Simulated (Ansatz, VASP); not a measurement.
# Cross-check of SiC between VASP and Ansatz, part 3 of 3

Wanted: the spread between two codes on one cell, functional and k mesh. The cell is taken from a series of runs on this material, whose earlier steps may have relaxed, scaled, displaced or heated it; both programs get it as it stands.

VASP 6.6.1 and Ansatz 0.2.0.

So far: Set-up; VASP: zone-centre phonons, LDA.

### Step 3. Ansatz: zone-centre phonons, LDA

Level of this step: Ansatz beside VASP: Kohn-Sham DFT, plane waves, LDA (Ansatz).

Ansatz runs on its PAW soft_1 files.

The same cell, functional (in two slightly different forms) and mesh now go to Ansatz, which takes its cutoff from its data sets.

Contents of input.yaml:

```yaml
crystal:
  lattice:
    - [3.0380718529, 0.0, 0.0]
    - [-1.5190359264, 2.6310474031, 0.0]
    - [0.0, 0.0, 9.9443591244]
  atoms:
    - { symbol: C, position: [0.6666666667, 0.3333333333, 0.7498129738] }
    - { symbol: C, position: [0.3333333333, 0.6666666667, 0.2498129738] }
    - { symbol: C, position: [0.0, 0.0, 0.5004446386] }
    - { symbol: C, position: [0.0, 0.0, 0.0004446386] }
    - { symbol: Si, position: [0.6666666667, 0.3333333333, 0.9378284385] }
    - { symbol: Si, position: [0.3333333333, 0.6666666667, 0.4378284385] }
    - { symbol: Si, position: [0.0, 0.0, 0.687912949] }
    - { symbol: Si, position: [0.0, 0.0, 0.187912949] }
kpoints:
  mp_grid: { grid: [9, 9, 4] }
hamiltonian:
  xc: lda
  pseudopotentials: { kind: paw, azcp: { folder: soft_1 }, xc_functional: pbe }
scf:
  occupations: { method: fixed }
output:
  eigenvalues: true
phonons:
  method: dfpt
  dielectric: true
  rigid_motions: translations
```

Launch:

```
> ansatz run input.yaml --threads 8 --pin off --max-ram 16384MiB --backend cpu --events-out ev --progress --plain --runs-dir out
```

Numbers of over 12 decimals in the logs are rounded to 6 here.

The program printed:

```text
Engine: ansatz 0.2.0, aarch64-unknown-linux-gnu
Pseudopotentials: kind: paw
Pseudopotential: C, paw, valence charge 4, recommended cutoff 420 eV (normal), soft_1/C.paw.azcp
Pseudopotential: Si, paw, valence charge 4, recommended cutoff 420 eV (normal), soft_1/Si.paw.azcp
Functional definition: SPW92
  exchange = slater_x
  correlation = pw_c
Crystal: 8 atoms, lattice volume = 79.488 Å³
Basis set: ecut = 420 eV, 1557 PW (Γ), exchange–correlation on 48×48×144 points (8 copies of the dense FFT grid, shifted against one another)
Bands: 24, of which v1, the nominal top of the filled ones, is band 16 counted from 1 (15 counted from 0)
Symmetry: 12 space group operations
k-points: 95 of 324 (irreducible under 2 space group operations, time reversal used)
Non-local potential: C, projectors of the file, l = 0: 2, l = 1: 2, l = 2: 1
Non-local potential: Si, projectors of the file, l = 0: 2, l = 1: 2, l = 2: 1
PAW form: soft (Blöchl's): semilocal exchange-correlation on the pseudo side does not see the compensation charge
PAW frozen core: C, regenerated for the run's functional, and the local potential with it (the file was generated under x = pbe(κ = 0.804, μ = 0.219515), c = pbe(β = 0.066725))
PAW frozen core: Si, regenerated for the run's functional, and the local potential with it (the file was generated under x = pbe(κ = 0.804, μ = 0.219515), c = pbe(β = 0.066725))
PAW one-centre angular grid: C, 110 points (default); XC on 64 Gauss nodes
PAW one-centre angular grid: Si, 110 points (default); XC on 64 Gauss nodes
Initial density: superposition of atomic densities (chi_scale 0.1, normalization cell, long waves kept (reshape's long-wave potential 0.00 eV rms))
Initial wavefunctions: pseudopotential atomic-orbital guess
Functional: x = slater, c = lda
SCF iter   1: F=—  HF=-3415.437548 eV  |F-HF|=—  |Δ(HF+E_count)|=         —  Δρ=1.46e-1  dr2=2.01e1  ethr=3.10e-3  ⟨swp⟩=5.0  Hψ=10606  notcnv=0  defer=515
preconditioner: auto → none  [insulator: Δε(μ)=4.247 eV  Ē_g=13.096 eV  n_scr=6 (ndim 8)  ℏωp=23.6 eV  f_vac=0.000  ε∞_Penn≈4.2]
SCF iter   2: F=—  HF=-3409.211871 eV  |F-HF|=—  |Δ(HF+E_count)|=    6.23e0  Δρ=5.01e-2  dr2=1.26e0  ethr=3.10e-3  ⟨swp⟩=4.1  Hψ=6385  notcnv=0  defer=555
SCF iter   3: F=—  HF=-3408.839032 eV  |F-HF|=—  |Δ(HF+E_count)|=   3.73e-1  Δρ=1.88e-2  dr2=1.45e-1  ethr=3.10e-3  ⟨swp⟩=2.5  Hψ=4330  notcnv=0  defer=558
SCF iter   4: F=—  HF=-3408.805877 eV  |F-HF|=—  |Δ(HF+E_count)|=   3.32e-2  Δρ=1.54e-3  dr2=1.04e-3  ethr=4.52e-4  ⟨swp⟩=2.5  Hψ=2870  notcnv=0  defer=570
SCF iter   5: F=—  HF=-3408.806098 eV  |F-HF|=—  |Δ(HF+E_count)|=   2.21e-4  Δρ=3.13e-4  dr2=1.72e-4  ethr=3.26e-6  ⟨swp⟩=2.1  Hψ=3520  notcnv=0  defer=570
SCF iter   6: F=—  HF=-3408.806054 eV  |F-HF|=—  |Δ(HF+E_count)|=   4.45e-5  Δρ=1.20e-4  dr2=8.42e-6  ethr=5.37e-7  ⟨swp⟩=2.0  Hψ=3072  notcnv=0  defer=556
SCF iter   7: F=—  HF=-3408.806056 eV  |F-HF|=—  |Δ(HF+E_count)|=   1.86e-6  Δρ=2.63e-5  dr2=6.61e-7  ethr=2.63e-8  ⟨swp⟩=2.0  Hψ=3013  notcnv=0  defer=391
SCF iter   8: F=—  HF=-3408.806057 eV  |F-HF|=—  |Δ(HF+E_count)|=   1.80e-6  Δρ=7.46e-6  dr2=6.25e-8  ethr=2.07e-9  ⟨swp⟩=2.5  Hψ=3780  notcnv=0  defer=317
SCF iter   9: F=—  HF=-3408.806057 eV  |F-HF|=—  |Δ(HF+E_count)|=   1.49e-8  Δρ=1.70e-6  dr2=1.65e-9  ethr=1.95e-10  ⟨swp⟩=2.2  Hψ=3066  notcnv=0  defer=317
SCF iter  10: F=-3408.806057 eV  HF=-3408.806057 eV  |F-HF|=7.73e-12  |Δ(HF+E_count)|=  3.11e-10  Δρ=3.06e-7  dr2=3.32e-11  ethr=1.00e-12  ⟨swp⟩=17.0  Hψ=18973  notcnv=0
SCF 1 converged in 10 iterations: F = -3408.806057 eV  dr2 = 3.32e-11
  greatest PAW one-centre occupation: 0.645 electrons in one spin orbital (limit 2), on the C atom at site 1 (counted from 0), in its partial waves of l = 0
NSCF: frozen V_eff on 4 k-points
DFPT response loops at Γ: preconditioner auto → Resta (q_TF=auto, 2.344 Å⁻¹)  ε∞=5.1 (no band partly filled); β = 1.00, the filter's whole step (`scf.mixing.beta` (0.50) is not read by the response loops at its default; to damp them type it under 1.00, their step now; it binds the ground state too); Broyden in place of MSR1
── the response to a field inside a basis, on 10×10×4 k-points: an SCF that follows is theirs, and a resumed run solves both again ──
Bands: 17, of which v1, the nominal top of the filled ones, is band 16 counted from 1 (15 counted from 0)
k-points: 60 of 400 (irreducible under 4 space group operations, time reversal used)
Initial density: handed on by an earlier stage of this run
Initial wavefunctions: pseudopotential atomic-orbital guess (no wavefunctions were taken with the density)
Eigensolver: Dense (60 Hₖ)
SCF iter   1: F=—  HF=-3408.796064 eV  |F-HF|=—  |Δ(HF+E_count)|=         —  Δρ=1.30e-4  dr2=3.13e-6  ethr=1.00e-1
preconditioner: auto → none  [insulator: Δε(μ)=2.367 eV  Ē_g=9.891 eV  n_scr=6 (ndim 8)  ℏωp=23.6 eV  f_vac=0.000  ε∞_Penn≈6.7]
SCF iter   2: F=—  HF=-3408.796065 eV  |F-HF|=—  |Δ(HF+E_count)|=   5.27e-7  Δρ=6.32e-5  dr2=6.85e-7  ethr=9.78e-9
SCF iter   3: F=-3408.796065 eV  HF=-3408.796065 eV  |F-HF|=4.79e-8  |Δ(HF+E_count)|=   2.61e-7  Δρ=5.09e-6  dr2=5.52e-8  ethr=2.14e-9
SCF 1 converged in 3 iterations: F = -3408.796065 eV  dr2 = 5.52e-8
DFPT response loops at Γ: preconditioner auto → Resta (q_TF=auto, 2.344 Å⁻¹)  ε∞=5.0 (no band partly filled); β = 1.00, the filter's whole step (`scf.mixing.beta` (0.50) is not read by the response loops at its default; to damp them type it under 1.00, their step now; it binds the ground state too); Broyden in place of MSR1
SCF converged after 10 iterations
Free energy (F): -3408.806057 eV
Harris-Foulkes:  -3408.806057 eV  (|F-HF|=7.73e-12)
Internal energy: -3408.806057 eV  (E = F + TS)
E sigma→0 (E₀):  -3408.806057 eV
Fermi energy:    9.829103 eV
--- Per-component energies (eV) ---
  E_band       = 121.188473
  E_kinetic    = 541.812376
  E_local      = -379.864585  (includes V_loc(G=0)·N_el)
  E_nonlocal   = 190.512556
  E_hartree    = 125.377299
  E_xc         = -422.447631
  E_vxc        = -438.535314  (∫ρ·V_xc dr)
  E_paw        = -2311.033462  (= ΣΔE_a)
  E_vpaw       = -43.491300  (= ΣTr[D̂ρ^β])
  E_aug_tail   = 0.000187  (compensation charges beyond the density's cutoff)
  E_ewald      = -1153.751450
  E_core_change = 0.588653  (= ΣΔE_core)
  E_smearing   = -0.000000  (= −TS)
  E_closure    = 0.000000  (closes the sum)
  Σ components = -3408.806057   (vs F -3408.806057, Δ=0.00e0)
--- Band table (eV; the first three rows and the last of 95) ---
  k-point 0: bands = [... 12 lower, 9.2384, 9.7766, 9.8291, 9.8291, 15.2168, 15.7837, 16.4306, 16.5881, ... 4 higher]
  k-point 1: bands = [... 12 lower, 9.4105, 9.4105, 9.7731, 9.7731, 15.2696, 15.6388, 16.6150, 16.8382, ... 4 higher]
  k-point 2: bands = [... 12 lower, 9.6202, 9.6202, 9.6202, 9.6202, 15.4209, 15.4209, 16.9101, 16.9101, ... 4 higher]
  k-point 94: bands = [... 12 lower, 6.5229, 6.5229, 8.4113, 8.4113, 14.1068, 14.1068, 15.4207, 15.4207, ... 4 higher]
--- Phonons (Γ-DFPT): 8 representative perturbations + reference, on 95 of 324 k-points (Σ response iterations 24) ---
  k mesh reduced under 2 symmetry operations, with k and −k counted as one. Each operation leaves every solved perturbation unchanged. A smaller set is not considered because the run solves the response to a homogeneous field
  ASR residual: 1.291e-4 → 0.000e0 eV/Å²; symmetrization residual: 3.086e-6 eV/Å²
  ASR residual per site (eV/Å²): 1.29e-4 1.29e-4 6.40e-5 6.40e-5 3.50e-5 3.50e-5 1.17e-4 1.17e-4
  Γ frequencies (cm⁻¹): 0.00 0.00 0.00 191.31 191.31 199.69 199.69 257.69 257.69 408.47 416.88 618.84 793.67 793.67 800.67 800.67 802.74 808.60 808.60 818.56 818.56 860.22 934.76 943.88
  ε∞ (high-frequency dielectric tensor):
        6.907853     0.000000    -0.000000
        0.000000     6.907853     0.000000
       -0.000000     0.000000     7.211784
  ε⁰ (static dielectric tensor: ions relaxed, cell fixed):
       10.170810     0.000000    -0.000000
        0.000000    10.170810     0.000000
       -0.000000     0.000000    10.856751
  ε⁰ − ε∞ (ionic part):
        3.262957     0.000000    -0.000000
        0.000000     3.262957     0.000000
       -0.000000     0.000000     3.644967
  softest optical mode at Γ: 191.31 cm⁻¹; the repairs (sum rule, projections) moved no ω² at Γ by more than (2.14 cm⁻¹)²
  Born effective charges Z* (e; rows j = field, columns β = displacement):
    site 0:
        -2.74540   -0.00000   -0.00000
        -0.00000   -2.74540   -0.00000
         0.00000   -0.00000   -2.78761
    site 1:
        -2.74540   -0.00000    0.00000
        -0.00000   -2.74540    0.00000
        -0.00000    0.00000   -2.78761
    site 2:
        -2.70493   -0.00000   -0.00000
        -0.00000   -2.70493    0.00000
        -0.00000    0.00000   -2.85717
    site 3:
        -2.70493    0.00000   -0.00000
        -0.00000   -2.70493   -0.00000
         0.00000   -0.00000   -2.85717
    site 4:
         2.72061    0.00000    0.00000
         0.00000    2.72061    0.00000
        -0.00000   -0.00000    2.67892
    site 5:
[...]
site 6:
[...]
site 7:
[...]
Z* charge neutrality: 9.974e-3 e pre-enforcement
  solved inside a basis spanned on kpoints, on 10×10×4 k-points, its susceptibility summed on 14×14×4: ε∞ is read to err by 2.6e-2, Z* by 1.7e-2 e (field_mesh: kpoints solves on kpoints); Z* is corrected for what the basis lacks
  optical modes at Γ without the LO–TO term, one row a degenerate level:
      ω (cm⁻¹)  modes    IR ((D/Å)²/amu)
[...]
optical modes at Γ + LO–TO along q̂ = [1.0000, 0.0000, 0.0000]:
      ω (cm⁻¹)  modes    IR ((D/Å)²/amu)
[...]
optical modes at Γ + LO–TO along q̂ = [0.0000, 1.0000, 0.0000]:
      ω (cm⁻¹)  modes    IR ((D/Å)²/amu)
[...]
optical modes at Γ + LO–TO along q̂ = [0.0000, 0.0000, 1.0000]:
      ω (cm⁻¹)  modes    IR ((D/Å)²/amu)
[...]
793.67      2             0.0370
        800.67      2             0.0000
        808.60      2             0.0000
        818.56      2           162.8906
        859.94      1             0.0534
        934.76      1             0.0000
        943.88      1             0.0000
        984.87      1            87.3670
```

Reading the cycles: dr2 is the Hartree energy of the density residual (eV), the measure of convergence; HF is the Harris–Foulkes estimate of the energy, which meets the free energy F at convergence.

### Step 4. Comparison

Known differences besides the potentials themselves: the two LDA forms differ slightly; fixed occupations in Ansatz, narrow Gaussian smearing in VASP; VASP's response is taken on the typed mesh, Ansatz refines its own for the field response alone; the cutoff is 420 eV in Ansatz and 600 eV in VASP; VASP's log shows a relativistic correction to its local exchange, Ansatz's none. Total energies have different zeros and are not compared.

Both answers:

```
                                     quantity  Ansatz   VASP  difference
                                        ε∞ xx    6.91   6.97     -0.96 %
                                        ε∞ yy    6.91   6.97     -0.96 %
                                        ε∞ zz    7.21   7.22     -0.18 %
 Born charge of C1 (mean of the diagonal) (e)   -2.76  -2.74       -0.02
Born charge of Si5 (mean of the diagonal) (e)    2.71   2.69       +0.02
                   optical mode 1 to 2 (cm⁻¹)   191.3  191.1     +0.11 %
                   optical mode 3 to 4 (cm⁻¹)   199.7  199.6     +0.05 %
                   optical mode 5 to 6 (cm⁻¹)   257.7  257.6     +0.02 %
                        optical mode 7 (cm⁻¹)   408.5  409.0     -0.13 %
                        optical mode 8 (cm⁻¹)   416.9  417.8     -0.21 %
                        optical mode 9 (cm⁻¹)   618.8  618.0     +0.13 %
                 optical mode 10 to 11 (cm⁻¹)   793.7  793.8     -0.02 %
                 optical mode 12 to 13 (cm⁻¹)   800.7  800.4     +0.03 %
                       optical mode 14 (cm⁻¹)   802.7  802.5     +0.03 %
                 optical mode 15 to 16 (cm⁻¹)   808.6  808.3     +0.04 %
                 optical mode 17 to 18 (cm⁻¹)   818.6  818.6     +0.00 %
                       optical mode 19 (cm⁻¹)   860.2  860.5     -0.03 %
                       optical mode 20 (cm⁻¹)   934.8  934.1     +0.07 %
                       optical mode 21 (cm⁻¹)   943.9  943.2     +0.07 %
```

Modes are paired by rising frequency, not by their patterns, so a pair may set unlike modes beside each other; they are those without the splitting of longitudinal modes.

### Step 5. What came out

```
r.m.s. difference of the optical zone-centre modes, each program's sorted by frequency (zone-centre phonons, LDA) : 0.39 cm⁻¹
difference in ε∞ xx (zone-centre phonons, LDA)                                                                    : -1.0 %
```

In words: The r.m.s. difference of the optical zone-centre modes, each program's sorted by frequency is 0.39 cm⁻¹ (zone-centre phonons, LDA). Among the rows given in per cent, the largest difference of the zone-centre phonons, LDA pair is in ε∞ xx, -1.0 %. How closely two codes agree says nothing of how well the functional describes the real material.

[Lines on the potential files, build, host, timing and source positions are cut from VASP's logs without a mark.]

[Logs are printed without paths, hosts, clocks, repeated set-up lines and the standing remarks that a program may print on its own settings, such as how far it seeks lower states.]

[Hosts, paths, dates, database ids (printed as entryN), source tags and the programs' standing remarks are cut or masked in the printed files.]
